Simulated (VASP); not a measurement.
# Sn2C (Fm-3m) in VASP: relaxation of cell and atoms with PBE

Aim: the relaxation of cell and atoms of Sn2C with PBE.

Program: VASP 6.6.1. These are calculated values, not measurements. Logs are shortened: lines on timing, memory, paths and dates and some standing lists are left out, and cuts for length are marked.

## Step 1: The crystal as given

It takes space group Fm-3m (No. 225, cubic). Conventional cell: a = 6.581 Å, b = 6.581 Å, c = 6.581 Å, α = 90.00°, β = 90.00°, γ = 90.00°. Sn (site symmetry -43m) is surrounded by 4 C at 2.85 Å. Around C (site symmetry m-3m) lie 8 Sn at 2.85 Å.

The cell was built by a generator and needn't be a form met in nature.

## Step 2: Relaxation of cell and atoms, PBE

Contents of INCAR:

```
PREC = Normal
ENCUT = 520
EDIFF = 1E-4
ISMEAR = 0
SIGMA = 0.15
LREAL = False
LASPH = True
NELM = 60
ALGO = Fast
ISIF = 3
LWAVE = False
LCHARG = False
GGA = PE
IBRION = 2
NSW = 24
EDIFFG = -0.08
```

Contents of KPOINTS:

```
Automatic mesh
0
Gamma
  6 6 6
```

Contents of POSCAR:

```
Sn2C
1.0
    0.0000000000      3.2904079200      3.2904079200
    3.2904079200      0.0000000000      3.2904079200
    3.2904079200      3.2904079200      0.0000000000
Sn C
2 1
Direct
    0.2500000000      0.2500000000      0.2500000000
    0.7500000000      0.7500000000      0.7500000000
    0.5000000000      0.5000000000      0.5000000000
```

Potentials or basis: VASP PAW PBE potentials, release 64 (Sn_d, C).

Launch:

```bash
$ cat potpaw_PBE.64/Sn_d/POTCAR potpaw_PBE.64/C/POTCAR > POTCAR
$ mpirun -np 1 vasp_std > vasp.out
```

OUTCAR:

```text
PREC = Normal
   ENCUT = 520
   EDIFF = 1E-4
   ISMEAR = 0
   LREAL = False
   LASPH = True
   NELM = 60
   ISIF = 3
   GGA = PE
   IBRION = 2
   NSW = 24
   EDIFFG = -0.08

 ion  position               nearest neighbor table
   1  0.250  0.250  0.250-   3 2.85   3 2.85   3 2.85   3 2.85   2 3.29   2 3.29   2 3.29   2 3.29
                             2 3.29   2 3.29
   2  0.750  0.750  0.750-   3 2.85   3 2.85   3 2.85   3 2.85   1 3.29   1 3.29   1 3.29   1 3.29
                             1 3.29   1 3.29
   3  0.500  0.500  0.500-   1 2.85   1 2.85   1 2.85   1 2.85   2 2.85   2 2.85   2 2.85   2 2.85

  LATTYP: Found a face centered cubic cell.
 ALAT       =     6.5808158400

  Lattice vectors:

 A1 = (   0.0000000000,   3.2904079200,   3.2904079200)
 A2 = (   3.2904079200,   0.0000000000,   3.2904079200)
 A3 = (   3.2904079200,   3.2904079200,   0.0000000000)

Analysis of symmetry for initial positions (statically):
=====================================================================
 Subroutine PRICEL returns:
 Original cell was already a primitive cell.

 Routine SETGRP: Setting up the symmetry group for a
 face centered cubic supercell.

 Subroutine GETGRP returns: Found 48 space group operations
 (whereof 48 operations were pure point group operations)
 out of a pool of 48 trial point group operations.

The static configuration has the point symmetry O_h .

Analysis of symmetry for dynamics (positions and initial velocities):
=====================================================================
 Subroutine PRICEL returns:
 Original cell was already a primitive cell.

 Routine SETGRP: Setting up the symmetry group for a
 face centered cubic supercell.

 Subroutine GETGRP returns: Found 48 space group operations
 (whereof 48 operations were pure point group operations)
 out of a pool of 48 trial point group operations.

The dynamic configuration has the point symmetry O_h .

 Subroutine INISYM returns: Found 48 space group operations
 (whereof 48 operations are pure point group operations),
 and found     1 'primitive' translations

----------------------------------------------------------------------------------------

                                     Primitive cell

  volume of cell :      71.2491

  direct lattice vectors                    reciprocal lattice vectors
     0.000000000  3.290407920  3.290407920    -0.151956843  0.151956843  0.151956843
     3.290407920  0.000000000  3.290407920     0.151956843 -0.151956843  0.151956843
     3.290407920  3.290407920  0.000000000     0.151956843  0.151956843 -0.151956843

  length of vectors
     4.653339506  4.653339506  4.653339506     0.263196973  0.263196973  0.263196973

  position of ions in fractional coordinates (direct lattice)
     0.250000000  0.250000000  0.250000000
     0.750000000  0.750000000  0.750000000
     0.500000000  0.500000000  0.500000000

  ion indices of the primitive-cell ions
   primitive index   ion index
                 1           1
                 2           2
                 3           3

----------------------------------------------------------------------------------------

 KPOINTS: Automatic mesh

Automatic generation of k-mesh.
 Grid dimensions read from file:
 generate k-points for:    6    6    6

 Generating k-lattice:

  Cartesian coordinates                     Fractional coordinates (reciprocal lattice)
    -0.025326141  0.025326141  0.025326141     0.166666667  0.000000000  0.000000000
     0.025326141 -0.025326141  0.025326141     0.000000000  0.166666667  0.000000000
     0.025326141  0.025326141 -0.025326141     0.000000000  0.000000000  0.166666667

  Length of vectors
     0.043866162  0.043866162  0.043866162

  Shift w.r.t. Gamma in fractional coordinates (k-lattice)
     0.000000000  0.000000000  0.000000000

 Subroutine IBZKPT returns following result:
 ===========================================

 Found     16 irreducible k-points:

 Following reciprocal coordinates:
            Coordinates               Weight
  0.000000  0.000000  0.000000      1.000000
  0.166667  0.000000  0.000000      8.000000
  0.333333  0.000000  0.000000      8.000000
  0.500000  0.000000  0.000000      4.000000
  0.166667  0.166667  0.000000      6.000000
  0.333333  0.166667  0.000000     24.000000
[... 8 lines left out ...]
 -0.333333  0.333333  0.166667     24.000000
 -0.333333  0.500000  0.166667     12.000000
   k-points           NKPTS =     16   k-points in BZ     NKDIM =     16   number of bands    NBANDS=     20
   number of dos      NEDOS =    301   number of ions     NIONS =      3
   total plane-waves  NPLWV =  21952
   dimension x,y,z NGX =    28 NGY =   28 NGZ =   28
   dimension x,y,z NGXF=    56 NGYF=   56 NGZF=   56
   ions per type =               2   1
   NGX,Y,Z   is equivalent  to a cutoff of  10.00, 10.00, 10.00 a.u.
   NGXF,Y,Z  is equivalent  to a cutoff of  20.01, 20.01, 20.01 a.u.
 SYSTEM =  unknown system
   PREC   = normal    normal or accurate (medium, high low for compatibility)
   ISTART =      0    job   : 0-new  1-cont  2-samecut
   ICHARG =      2    charge: 1-file 2-atom 10-const
   ISPIN  =      1    spin polarized calculation?
   LNONCOLLINEAR =      F non collinear calculations
   LSORBIT =      F    spin-orbit coupling
   LASPH  =      T    aspherical Exc in radial PAW
   ENCUT  =  520.0 eV  38.22 Ry    6.18 a.u.   8.65  8.65  8.65*2*pi/ulx,y,z
   NELM   =     60;   NELMIN=  2; NELMDL= -5     # of ELM steps
   EDIFF  = 0.1E-03   stopping-criterion for ELM
   LREAL  =      F    real-space projection
   EDIFFG = -.8E-01   stopping-criterion for IOM
   NSW    =     24    number of steps for IOM
   IBRION =      2    ionic relax: 0-MD 1-quasi-New 2-CG
   NFREE  =      1    steps in history (QN), initial steepest desc. (CG)
   ISIF   =      3    stress and relaxation
   ISYM   =      2    0-nonsym 1-usesym 2-fastsym
   POTIM  = 0.5000    time-step for ionic-motion
   TEBEG  =    0.0;   TEEND  =   0.0 temperature during run
   PSTRESS=    0.0 pullay stress
   NELECT =      32.0000    total number of electrons
   NUPDOWN=      -1.0000    fix difference up-down
   EMIN   =  10.00;   EMAX   =-10.00  energy-range for DOS
   EFERMI =   0.00;   METHOD = LEGACY
   ISMEAR =     0;   SIGMA  =   0.15  broadening in eV -4-tet -1-fermi 0-gaus
   EFERMI_NEDOS =   21; number of points for ismear=-14 and -15
   IALGO  =     68    algorithm
   IMIX   =      4    mixing-type and parameters
     AMIX     =   0.40;   BMIX     =  1.00
     AMIX_MAG =   1.60;   BMIX_MAG =  1.00
  volume/ion in A,a.u.               =      23.75       160.27
  Fermi-wavevector in a.u.,A,eV,Ry     =   1.253714  2.369176 21.385615  1.571798
  Thomas-Fermi vector in A             =   2.387553
   LORBIT       =      0    0 simple, 1 ext, 2 COOP (PROOUT), +10 PAW based schemes
   GGA     = PE    functional components
   LHFCALC =     F    Hartree Fock is set to
   AEXX    =    0.0000 exact exchange contribution
   IVDW    =     0    specifies the selected vdW correction
   LEPSILON=     F    determine dielectric tensor
   LRPA    =     F    only Hartree local field effects (RPA)
 conjugate gradient relaxation of ions
 non-spin polarized calculation
 RMM-DIIS sequential band-by-band and
 Gauss-broadening in eV      SIGMA  =   0.15
  energy-cutoff  :      520.00
  volume of cell :       71.25
 maximum number of plane-waves:      1936
   NGX = 17   NGY = 17   NGZ = 17

--------------------------------------- Ionic step        1  -------------------------------------------

 number of electron      32.0000015 magnetization

 Free energy of the ion-electron system (eV)
  ---------------------------------------------------
  ext. energy  EPLUGINS =         0.00000000
  ---------------------------------------------------
  free energy    TOTEN  =       -12.70750367 eV

  energy without entropy =      -12.70093959  energy(sigma->0) =      -12.70422163

 E-fermi :   6.5811     XC(G=0):  -9.8697

 val. band max:        6.4999042266   @ k =   0.1667   0.0000   0.0000
 cond. band min:       6.7774646934   @ k =  -0.3333   0.3333   0.0000
 fundamental gap:      0.2775604668
 Fermi energy:         6.5811443732

 k-point     1 :       0.0000    0.0000    0.0000
  band No.  band energies     occupation
      1     -15.3498      2.00000
      2     -15.3498      2.00000
      3     -15.2569      2.00000
      4     -15.2569      2.00000
      5     -15.2569      2.00000
      6     -15.1418      2.00000
[... 12 lines left out ...]
     19       5.9708      2.00000
     20      10.7722      0.00000
[... 402 lines left out ...]
 POSITION                                       TOTAL-FORCE (eV/Angst)
 -----------------------------------------------------------------------------------
      1.58041      1.58041      1.58041        -0.000000     -0.000000     -0.000000
      4.74122      4.74122      4.74122        -0.000000      0.000000      0.000000
      3.16082      3.16082      3.16082         0.000000      0.000000     -0.000000
 -----------------------------------------------------------------------------------
    total drift:                                0.000000      0.000000      0.000000

  FREE ENERGIE OF THE ION-ELECTRON SYSTEM (eV)
  ---------------------------------------------------
  free  energy   TOTEN  =       -12.8409077287 eV

  energy  without entropy=      -12.8312716436  energy(sigma->0) =      -12.83608969

--------------------------------------- Ionic step        3  -------------------------------------------

 number of electron      31.9999986 magnetization

 Free energy of the ion-electron system (eV)
  ---------------------------------------------------
  ext. energy  EPLUGINS =         0.00000000
  ---------------------------------------------------
  free energy    TOTEN  =       -12.84214106 eV

  energy without entropy =      -12.83289151  energy(sigma->0) =      -12.83751628

 E-fermi :   7.8293     XC(G=0): -10.3731

 val. band max:        7.6491118977   @ k =   0.1667   0.0000   0.0000
 cond. band min:       7.8523157266   @ k =   0.3333   0.0000   0.0000
 fundamental gap:      0.2032038289
 Fermi energy:         7.8292750288

 k-point     1 :       0.0000    0.0000    0.0000
  band No.  band energies     occupation
      1     -14.2300      2.00000
      2     -14.2300      2.00000
      3     -14.1070      2.00000
      4     -14.1070      2.00000
      5     -14.1070      2.00000
      6     -13.9389      2.00000
[... 12 lines left out ...]
     19       7.0761      2.00000
     20      12.2538      0.00000
[... 365 lines left out ...]
 POSITION                                       TOTAL-FORCE (eV/Angst)
 -----------------------------------------------------------------------------------
      1.58707      1.58707      1.58707        -0.000000     -0.000000     -0.000000
      4.76120      4.76120      4.76120         0.000000      0.000000      0.000000
      3.17413      3.17413      3.17413         0.000000      0.000000      0.000000
 -----------------------------------------------------------------------------------
    total drift:                                0.000000      0.000000      0.000000

  FREE ENERGIE OF THE ION-ELECTRON SYSTEM (eV)
  ---------------------------------------------------
  free  energy   TOTEN  =       -12.8421410591 eV

  energy  without entropy=      -12.8328915104  energy(sigma->0) =      -12.83751628

 reached required accuracy - stopping structural energy minimisation
```

Run time: 17 s. Hardware: 1 thread of Intel Xeon 6975P-C (Granite Rapids), shared host; peak memory 0.16 GiB.

What came out:

```
Free energy                            : -12.8421 eV
Relaxed volume                         : 21.32 Å³/atom
Relaxed cell                           : a = 4.489 Å, b = 4.489 Å, c = 4.489 Å, α = 60.00°, β = 60.00°, γ = 60.00°
Space group after relaxing (to 0.05 Å) : Fm-3m (No. 225)
Energy gained by relaxing              : 44.9 meV/atom
Ionic steps                            : 3
Pressure after relaxing                : -0.4 GPa
Band gap on the k mesh                 : none (metal or under the smearing width)
```

Step by step:
| step | energy change (eV) | largest force (eV/Å) | pressure (GPa) | volume (Å³) |
| --- | --- | --- | --- | --- |
| 1 | 0.0000 | 0.0000 | -5.51 | 71.25 |
| 2 | -0.1334 | 0.0000 | 0.81 | 63.16 |
| 3 | -0.1346 | 0.0000 | -0.37 | 63.96 |

Final structure:
```
CELL_PARAMETERS angstrom
0.00000 3.17413 3.17413
3.17413 0.00000 3.17413
3.17413 3.17413 0.00000
ATOMIC_POSITIONS crystal
Sn 0.25000 0.25000 0.25000
Sn 0.75000 0.75000 0.75000
C 0.50000 0.50000 0.50000
```

Levels at points of the mesh, in eV from the Fermi level:
| k point | band 12 | band 13 | band 14 | band 15 | band 16 | band 17 | band 18 | band 19 | band 20 |
| --- | --- | --- | --- | --- | --- | --- | --- | --- | --- |
| (0.00, 0.00, 0.00) | -5.50 | -2.27 | -1.91 | -1.91 | -1.91 | -0.75 | -0.75 | -0.75 | 4.42 |
| (0.50, 0.00, 0.00) | -8.80 | -5.51 | -2.90 | -2.90 | 0.20 | 0.20 | 0.77 | 2.13 | 4.14 |
| (0.50, 0.50, 0.00) | -8.83 | -5.49 | -4.52 | -4.52 | -2.51 | 1.59 | 3.04 | 3.04 | 6.09 |

Caveat: the relaxation stopped at a loose force limit of 0.08 eV/Å, so its end isn't a converged minimum.
